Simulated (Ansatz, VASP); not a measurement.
# Pt in two plane-wave programs

Aim: how closely do two programs agree when they are given the same cell, functional and k mesh? The structure shown is the start of the Ansatz relaxation below; VASP solves that cell, so the two are compared at the walk's first step.

Main program and level: Ansatz 0.2.0; plane waves, with VASP 6.6.1 beside it; single point at PBE.

### 1. Starting point

The cell holds 5 atoms: 5 Pt. Cell: a = 2.773 Å, b = 2.773 Å, c = 23.057 Å, α = 90.0°, β = 90.0°, γ = 60.0°. It derives from Pt. Vacuum lies along c.

### 2. Ansatz: relaxation, PBE

Ansatz runs on its default PAW (the set named soft_2) files.

The two programs are compared at the cell with which this relaxation starts, whose forces are those of its first step.

File input.yaml:

```yaml
crystal:
  lattice:
    - [2.7731313745, 0.0, 0.0]
    - [1.3865656872, 2.4016022183, 0.0]
    - [0.0, 0.0, 23.0570091428]
  atoms:
    - { symbol: Pt, position: [0.0, 0.0, 0.696404683] }
    - { symbol: Pt, position: [0.666666667, 0.666666667, 0.598202341] }
    - { symbol: Pt, position: [0.333333333, 0.333333333, 0.5] }
    - { symbol: Pt, position: [0.0, 0.0, 0.401797659] }
    - { symbol: Pt, position: [0.666666667, 0.666666667, 0.303595317] }
kpoints:
  mp_grid: { grid: [18, 18, 1] }
scf:
  occupations: { method: fermi_dirac, width: 0.05 }
  n_extra_bands: 8
hamiltonian:
  xc: pbe
  pseudopotentials: { kind: paw }
output:
  forces: true
  write_potential: true
  volumetric_format: []
basis:
  ecutwfc: 650
relax:
  f_tol: 0.02
  max_steps: 40
  constraints: [{ sites: [1, 2, 3] }]
```

Run with:

```
$ ansatz run input.yaml --threads 4 --pin off --max-ram 16384MiB --backend cpu --events-out ev --progress --plain --runs-dir out
```

Numbers of over 12 decimals in the logs are rounded to 6 here.

The program printed:

```text
scf.n_extra_bands = 8 over 45 filled bands (N_el = 90.0): the run solves 53 bands
Engine: ansatz 0.2.0, aarch64-unknown-linux-gnu
Pseudopotentials: kind: paw
Pseudopotential: Pt, paw, valence charge 18, recommended cutoff 420 eV (normal), Pt.paw.azcp
Functional definition: PBE
  parameter kappa = 0.804
  parameter beta = 0.066725
  exchange = pbe_x(kappa = kappa, mu = beta*pi^2/3)
  correlation = pbe_c(beta = beta)
Crystal: 5 atoms, lattice volume = 153.559 Å³
Basis set: ecut = 650 eV, 5735 PW (Γ), exchange–correlation on 48×48×384 points (8 copies of the dense FFT grid, shifted against one another)
Bands: 53, of which v1, the nominal top of the filled ones, is band 45 counted from 1 (44 counted from 0)
Symmetry: 12 space group operations
Space group: P-3m1 (ITA 164), of the structure as read, at distance tolerance 5.4e-5 Å
k-points: 37 of 324
Non-local potential: Pt, projectors of the file, l = 0: 3, l = 1: 2, l = 2: 2, l = 3: 1
PAW form: soft (Blöchl's): semilocal exchange-correlation on the pseudo side does not see the compensation charge
PAW one-centre angular grid: Pt, 590 points (default); XC on 64 Gauss nodes
Initial density: superposition of atomic densities (neutral atoms: chi_scale 0, normalization atom), corrected by the library's trained network
Initial wavefunctions: pseudopotential atomic-orbital guess
Functional: x = pbe(κ = 0.804, μ = 0.219515), c = pbe(β = 0.066725)
SCF iter   1: F=—  HF=-62613.884783 eV  |F-HF|=—  |Δ(HF+E_count)|=         —  Δρ=1.03e-2  dr2=1.60e0  ethr=1.77e-3  ⟨swp⟩=8.7  Hψ=8630  notcnv=0  defer=5
preconditioner: auto → LDOS  [metal: Δε(μ)=0.003 eV  Ē_g=7.102 eV  σ=0.050 eV  W_gap=0.01  n_scr=18 (ndim 8)  ℏωp=21.2 eV  f_vac=0.462  D(μ)=11.73/eV (n_scr^D=140)  β→1.0]
SCF iter   2: F=—  HF=-62613.866934 eV  |F-HF|=—  |Δ(HF+E_count)|=   1.78e-2  Δρ=5.75e-3  dr2=2.65e-1  ethr=1.77e-3  ⟨swp⟩=1.8  Hψ=2316  notcnv=0  defer=19
SCF iter   3: F=—  HF=-62613.862555 eV  |F-HF|=—  |Δ(HF+E_count)|=   4.38e-3  Δρ=3.16e-3  dr2=1.30e-1  ethr=2.95e-4  ⟨swp⟩=2.2  Hψ=2155  notcnv=0  defer=50
SCF iter   4: F=—  HF=-62613.857830 eV  |F-HF|=—  |Δ(HF+E_count)|=   4.73e-3  Δρ=6.61e-4  dr2=2.95e-3  ethr=1.44e-4  ⟨swp⟩=2.5  Hψ=2257  notcnv=0  defer=50
SCF iter   5: F=—  HF=-62613.857509 eV  |F-HF|=—  |Δ(HF+E_count)|=   3.21e-4  Δρ=2.26e-4  dr2=9.17e-5  ethr=3.28e-6  ⟨swp⟩=2.0  Hψ=2937  notcnv=0  defer=50
SCF iter   6: F=—  HF=-62613.857535 eV  |F-HF|=—  |Δ(HF+E_count)|=   2.69e-5  Δρ=9.38e-5  dr2=2.71e-5  ethr=1.11e-8  ⟨swp⟩=14.0  Hψ=21207  notcnv=0
SCF iter   7: F=—  HF=-62613.857536 eV  |F-HF|=—  |Δ(HF+E_count)|=   4.45e-8  Δρ=5.83e-5  dr2=1.12e-5  ethr=1.11e-8  ⟨swp⟩=12.9  Hψ=18981  notcnv=0
SCF iter   8: F=-62613.857531 eV  HF=-62613.857534 eV  |F-HF|=3.19e-6  |Δ(HF+E_count)|=   1.59e-6  Δρ=2.99e-5  dr2=3.51e-6  ethr=1.11e-8  ⟨swp⟩=12.1  Hψ=17565  notcnv=0
SCF 1 converged in 8 iterations: F = -62613.857531 eV  dr2 = 3.51e-6
  greatest PAW one-centre occupation: 1.000 electrons in one spin orbital (limit 2), on the Pt atom at site 2 (counted from 0), in its partial waves of l = 0
relax step   1: F+E_penalty+E_count = -62613.85753075 eV  Δ(F+E_penalty+E_count) = +0.000e0 eV  max|allowed force component| = 5.425e-1 eV/Å  Δτ_max = 0.0000 Å  (8 SCF iters, dr2 threshold 1.00e-5 eV, accepted)
[...]
relax step   3: F+E_penalty+E_count = -62613.89680953 eV  Δ(F+E_penalty+E_count) = -3.332e-2 eV  max|allowed force component| = 1.548e-1 eV/Å  Δτ_max = 0.1126 Å  (8 SCF iters, dr2 threshold 1.05e-5 eV, accepted)
[...]
relax step   4: F+E_penalty+E_count = -62613.90083905 eV  Δ(F+E_penalty+E_count) = -4.030e-3 eV  max|allowed force component| = 5.085e-3 eV/Å  Δτ_max = 0.0274 Å  (7 SCF iters, dr2 threshold 3.43e-6 eV, accepted)
[...]
relax step   5: F+E_penalty+E_count = -62613.90083941 eV  Δ(F+E_penalty+E_count) = -3.659e-7 eV  max|allowed force component| = 5.267e-3 eV/Å  Δτ_max = 0.0000 Å  (3 SCF iters, accepted)
NSCF: frozen V_eff on 37 k-points
the band table was solved once a step of the walk had ended and its energy, with any forces and stress, was formed, with the checks that follow a solve (9994 applications of the Hamiltonian). They found nothing against the state; the energy, forces and stress were not computed again (output.eigenvalues in the input reference)
WARN: The output density's exchange-correlation potential varies sharply where the density is thin. Do not read a vacuum level from v_tot or v_xc, or from such a field of the output density. On a cell that repeats whose density bears no net charge and no dipole along the vacuum's axis use v_es (v_loc + v_h of the components); under efield.dipole_correction with no amplitude use v_es + v_field, which holds any externa [...]
SCF converged after 3 iterations
Free energy (F): -62613.900839 eV
Harris-Foulkes:  -62613.900839 eV  (|F-HF|=4.43e-8)
Internal energy: -62613.810914 eV  (E = F + TS)
E sigma→0 (E₀):  -62613.855877 eV
Entropy (-TS):   -0.089925 eV (-17.985 meV/atom)
Fermi energy:    8.525089 eV
--- Per-component energies (eV) ---
  E_band       = -1951.755128
  E_kinetic    = 3184.653777
  E_local      = -116794.353882  (includes V_loc(G=0)·N_el)
  E_nonlocal   = 999.725374
  E_hartree    = 56805.723545
  E_xc         = -1306.496785
  E_vxc        = -1510.801431  (∫ρ·V_xc dr)
  E_paw        = -47269.938829  (= ΣΔE_a)
  E_vpaw       = -1442.490821  (= ΣTr[D̂ρ^β])
  E_aug_tail   = 0.000290  (compensation charges beyond the density's cutoff)
  E_ewald      = 41766.875595
  E_smearing   = -0.089925  (= −TS)
  E_closure    = -0.000000  (closes the sum)
  Σ components = -62613.900839   (vs F -62613.900839, Δ=0.00e0)
--- Forces (eV/Å), atoms counted from 1 ---
  atom   1  Pt     0.00000000     0.00000000    -0.00526691
  atom   2  Pt    -0.00000000     0.00000000     0.29467885
  atom   3  Pt     0.00000000    -0.00000000     0.00000000
  atom   4  Pt    -0.00000000    -0.00000000    -0.29467885
  atom   5  Pt    -0.00000000    -0.00000000     0.00526691
  max |Σ_I F_I| component: 5.03e-17 eV/Å
--- Band table (eV; the first three rows and the last of 37) ---
  k-point 0: bands = [... 41 lower, 7.1521, 7.1521, 7.6742, 7.6742, 8.2114, 8.2114, 8.3264, 8.5126, ... 4 higher]
  k-point 1: bands = [... 41 lower, 7.1713, 7.1934, 7.6139, 7.6693, 7.7772, 8.0896, 8.2092, 8.5177, ... 4 higher]
  k-point 2: bands = [... 41 lower, 7.0685, 7.1726, 7.1759, 7.4889, 7.6570, 8.2017, 8.3731, 8.5317, ... 4 higher]
  k-point 36: bands = [... 41 lower, 7.9504, 8.2109, 8.2964, 8.2964, 13.2938, 13.2938, 13.3869, 14.0742, ... 4 higher]
--- Relaxed structure (5 steps of the walk, 5 accepted, 0 SCFs on fresh bases) ---
  F+E_penalty+E_count = -62613.90083941 eV   max|allowed force component| = 5.267e-3 eV/Å
  atoms:
    - { symbol: Pt, position: [-1.7629651126968537e-18, -1.7629651127203867e-18, 0.700079] }
    - { symbol: Pt, position: [0.666667, 0.666667, 0.598202] }
    - { symbol: Pt, position: [0.333333, 0.333333, 0.500000] }
    - { symbol: Pt, position: [-1.1102230256591323e-18, -1.1102230256591321e-18, 0.401797659] }
    - { symbol: Pt, position: [0.666667, 0.666667, 0.299921] }
```

The column dr2 measures how far the density is from self-consistency, as an energy; F and HF (Harris–Foulkes) agree once it is small.

### 3. VASP: single point, PBE, start cell

The same cell, functional, mesh and smearing now go to VASP, with its own data sets.

Lines of VASP's logs that name or quote its potential files are left out, and so is its time.

File INCAR:

```
SYSTEM = Pt
PREC = Accurate
ENCUT = 400
EDIFF = 1E-06
NELM = 120
ISMEAR = -1
SIGMA = 0.05
LREAL = .FALSE.
ALGO = Normal
GGA = PE
NBANDS = 31
LASPH = .TRUE.
LORBIT = 11
LWAVE = .FALSE.
LCHARG = .FALSE.
ISIF = 2
GGA_COMPAT = .FALSE.
KPAR = 2
```

File POSCAR:

```
Pt
1.0
    2.7731313745      0.0000000000      0.0000000000
    1.3865656872      2.4016022183      0.0000000000
    0.0000000000      0.0000000000     23.0570091428
Pt
5
Direct
    0.0000000000      0.0000000000      0.6964046768
    0.6666665619      0.6666666061      0.5982023477
    0.3333334613      0.3333333030      0.5000000186
    0.0000000000      0.0000000000      0.4017976461
    0.6666665619      0.6666666061      0.3035953170
```

File KPOINTS:

```
Automatic mesh
0
Gamma
18 18 1
0 0 0
```

PAW data sets: Pt (PBE family, release 64).

Run with:

```
$ mpirun -np 2 vasp_std
```

The program printed:

```text
[banner, memory and clock lines left out]
running    2 mpi-ranks, on    1 nodes
 distrk:  each k-point on    1 cores,    2 groups
 distr:  one band on    1 cores,    1 groups

 POSCAR found type information on POSCAR Pt
 POSCAR found :  1 types and       5 ions
 LDA part: xc-table for (Slater+PW92), standard interpolation
 POSCAR, INCAR and KPOINTS ok, starting setup
 FFT: planning ... GRIDC
 FFT: planning ... GRID_SOFT
 FFT: planning ... GRID
 WAVECAR not read
 entering main loop
       N       E                     dE             d eps       ncg     rms          rms(c)
DAV:   1     0.291874822737E+03    0.29187E+03   -0.20849E+04  2294   0.117E+03
DAV:   2    -0.169016959895E+02   -0.30878E+03   -0.28853E+03  2839   0.269E+02
DAV:   3    -0.307389340287E+02   -0.13837E+02   -0.13073E+02  2933   0.519E+01
DAV:   4    -0.311916218053E+02   -0.45269E+00   -0.44772E+00  2783   0.924E+00
DAV:   5    -0.312048176300E+02   -0.13196E-01   -0.13140E-01  2825   0.150E+00    0.257E+01
DAV:   6    -0.309128225541E+02    0.29200E+00   -0.11451E+01  2563   0.226E+01    0.212E+01
DAV:   7    -0.371715221840E+02   -0.62587E+01   -0.34639E+01  2700   0.526E+01    0.246E+01
DAV:   8    -0.319073047365E+02    0.52642E+01   -0.19581E+01  2582   0.250E+01    0.131E+01
DAV:   9    -0.298144707765E+02    0.20928E+01   -0.10234E+01  2584   0.244E+01    0.851E+00
DAV:  10    -0.294600266145E+02    0.35444E+00   -0.39004E+00  2642   0.131E+01    0.497E+00
DAV:  11    -0.293278598293E+02    0.13217E+00   -0.13028E+00  2666   0.845E+00    0.271E+00
DAV:  12    -0.293071808113E+02    0.20679E-01   -0.35475E-02  2637   0.120E+00    0.196E+00
DAV:  13    -0.292849403584E+02    0.22240E-01   -0.24561E-02  2664   0.116E+00    0.872E-01
DAV:  14    -0.292781552305E+02    0.67851E-02   -0.32623E-02  2593   0.128E+00    0.283E-01
[...]
DAV:  20    -0.292778024325E+02   -0.51270E-05   -0.23017E-06  1765   0.959E-03    0.219E-03
DAV:  21    -0.292778087625E+02   -0.63301E-05   -0.12090E-06  1643   0.446E-03    0.248E-03
DAV:  22    -0.292778165983E+02   -0.78358E-05   -0.52267E-07  1579   0.318E-03    0.118E-03
DAV:  23    -0.292778224226E+02   -0.58243E-05   -0.45540E-07  1601   0.205E-03    0.109E-03
DAV:  24    -0.292778288717E+02   -0.64491E-05   -0.20988E-07  1399   0.205E-03    0.113E-03
DAV:  25    -0.292778306406E+02   -0.17689E-05   -0.51799E-08  1469   0.119E-03    0.379E-04
DAV:  26    -0.292778324727E+02   -0.18321E-05   -0.47168E-08  1343   0.562E-04    0.259E-04
DAV:  27    -0.292778326985E+02   -0.22583E-06   -0.93118E-09  1301   0.366E-04
   1 F= -.29277833E+02 E0= -.29231579E+02  d E =-.925082E-01
```

From OUTCAR (step 3):

```text
ion  position               nearest neighbor table
   1  0.000  0.000  0.696-   2 2.77   2 2.77   2 2.77
   2  0.667  0.667  0.598-   3 2.77   1 2.77   1 2.77   3 2.77   1 2.77   3 2.77
   3  0.333  0.333  0.500-   2 2.77   2 2.77   2 2.77   4 2.77   4 2.77   4 2.77
   4  0.000  0.000  0.402-   5 2.77   5 2.77   5 2.77   3 2.77   3 2.77   3 2.77
   5  0.667  0.667  0.304-   4 2.77   4 2.77   4 2.77

  LATTYP: Found a hexagonal cell.
 ALAT       =     2.7731313744
 C/A-ratio  =     8.3144308832

 Subroutine GETGRP returns: Found 12 space group operations
 (whereof  6 operations were pure point group operations)

The static configuration has the point symmetry C_3v.
 The point group associated with its full space group is D_3d.

 Found     37 irreducible k-points:

   k-points           NKPTS =     37   k-points in BZ     NKDIM =     37   number of bands    NBANDS=     31

   dimension x,y,z NGX =    18 NGY =   18 NGZ =  150
   dimension x,y,z NGXF=    36 NGYF=   36 NGZF=  300

   ENCUT  =  400.0 eV  29.40 Ry    5.42 a.u.   4.52  4.52 37.60*2*pi/ulx,y,z

   NELECT =      50.0000    total number of electrons

 k-points in reciprocal lattice and weights: Automatic mesh
   0.00000000  0.00000000  0.00000000       0.003
   0.05555556  0.00000000  0.00000000       0.019
   0.11111111  0.00000000  0.00000000       0.019
   0.16666667  0.00000000  0.00000000       0.019
   0.22222222  0.00000000  0.00000000       0.019
   0.27777778  0.00000000  0.00000000       0.019
   0.33333333  0.00000000  0.00000000       0.019
   0.38888889 -0.00000000  0.00000000       0.019
   0.44444444  0.00000000  0.00000000       0.019
[...]
-0.38888889  0.27777778  0.00000000       0.037
  -0.33333333  0.33333333  0.00000000       0.006

 average (electrostatic) potential at core
       1 -71.0828       2 -71.5375       3 -71.6051       4 -71.5374       5 -71.0828

 E-fermi :   2.6057

 k-point     1 :       0.0000    0.0000    0.0000
  band No.  band energies     occupation
    ...
     26       2.2654      1.99779
     27       2.2654      1.99779
     28       2.4071      1.96300
     29       2.6027      1.02983
     30       2.6027      1.02982
     31       3.0944      0.00011

 k-point     2 :       0.0556    0.0000    0.0000
  band No.  band energies     occupation
    ...
     25       1.6180      2.00000
     26       1.8101      2.00000
     27       2.1508      1.99978
     28       2.2676      1.99769
     29       2.6095      0.96247
     30       3.0446      0.00031
     31       3.8013      0.00000

 k-point     3 :       0.1111    0.0000    0.0000
  band No.  band energies     occupation
    ...
     25       1.5548      2.00000
     26       1.6133      2.00000
     27       2.2714      1.99751
     28       2.4072      1.96298
     29       2.6278      0.78223
     30       3.7806      0.00000
     31       4.7971      0.00000

  Total       -0.0979870     -0.0979870      3.5121418      0.0000000     -0.0000000      0.0000000
  in kB       -1.0223616     -1.0223616     36.6444432      0.0000000     -0.0000000      0.0000000
  external PRESSURE =      11.5332400 kB  Pullay stress =       0.0000000 kB

  energy-cutoff  :      400.00
  volume of cell :      153.56
      direct lattice vectors                 reciprocal lattice vectors
     2.773131375  0.000000000  0.000000000     0.360603183 -0.208194345  0.000000000
     1.386565687  2.401602218  0.000000000     0.000000000  0.416388689  0.000000000
     0.000000000  0.000000000 23.057009143     0.000000000  0.000000000  0.043370760

 POSITION                                       TOTAL-FORCE (eV/Angst)
 -----------------------------------------------------------------------------------
      0.00000      0.00000     16.05701         0.000000      0.000000      0.519740
      2.77313      1.60107     13.79276         0.000000      0.000000     -0.249386
      1.38657      0.80053     11.52851        -0.000000     -0.000000      0.000000
      0.00000      0.00000      9.26425        -0.000000     -0.000000      0.249386
      2.77313      1.60107      7.00000         0.000000      0.000000     -0.519740
 -----------------------------------------------------------------------------------
    total drift:                                0.000092      0.000074     -0.000067

  FREE ENERGIE OF THE ION-ELECTRON SYSTEM (eV)
  ---------------------------------------------------
  free  energy   TOTEN  =       -29.2778326985 eV

  energy  without entropy=      -29.1853244887  energy(sigma->0) =      -29.23157859

 total charge
# of ion       s       p       d       tot
------------------------------------------
    1        0.639   0.471   8.015   9.125
    2        0.631   0.603   8.044   9.277
    3        0.639   0.613   8.038   9.290
    4        0.631   0.603   8.044   9.277
    5        0.639   0.471   8.015   9.125
--------------------------------------------------
tot          3.178   2.761  40.156  46.095

[... 3 further parts left out ...]
```

### 4. Differences

Known differences besides the potentials themselves: the data sets hold 90 valence electrons in Ansatz (on its default PAW (the set named soft_2) files) and 50 in VASP; the cutoff is 650 eV in Ansatz and 400 eV in VASP. Total energies have different zeros and are not compared.

Forces (eV/Å; atoms numbered as in POSCAR):

```tsv
atom	Ansatz x, y, z	VASP x, y, z
Pt1	0.000, 0.000, 0.543	0.000, 0.000, 0.520
Pt2	0.000, 0.000, -0.254	0.000, 0.000, -0.249
Pt3	0.000, 0.000, 0.000	0.000, 0.000, 0.000
Pt4	0.000, 0.000, 0.254	0.000, 0.000, 0.249
Pt5	0.000, 0.000, -0.543	0.000, 0.000, -0.520
```

The forces differ by 8.5 meV/Å r.m.s., which is 4.0 % of the r.m.s. force of 0.210 eV/Å (both taken over all components). With vacuum in the cell, a pressure given here is an average over mostly empty space and none of the material.

### 5. Results

```
r.m.s. force difference (single point, PBE, start cell) : 4.0 % of the r.m.s. force
```

What this shows: The r.m.s. force difference is 4.0 % of the r.m.s. force (single point, PBE, start cell), beyond the 3 % picked in this series as the mark of a large difference. The data sets hold unlike numbers of valence electrons (90 in Ansatz and 50 in VASP), so part of the differences comes from the potentials. 1 further run of this series is not shown here. Such differences can come from data sets, numerical settings and the points named under the comparisons, not from the functional's error against experiment.

[Lines on the potential files, build, host, timing and source positions are cut from VASP's logs without a mark.]

[Logs are printed without paths, hosts, clocks, repeated set-up lines and the standing remarks that a program may print on its own settings, such as how far it seeks lower states.]

[Hosts, paths, dates, database ids (printed as entryN), source tags and the programs' standing remarks are cut or masked in the printed files.]
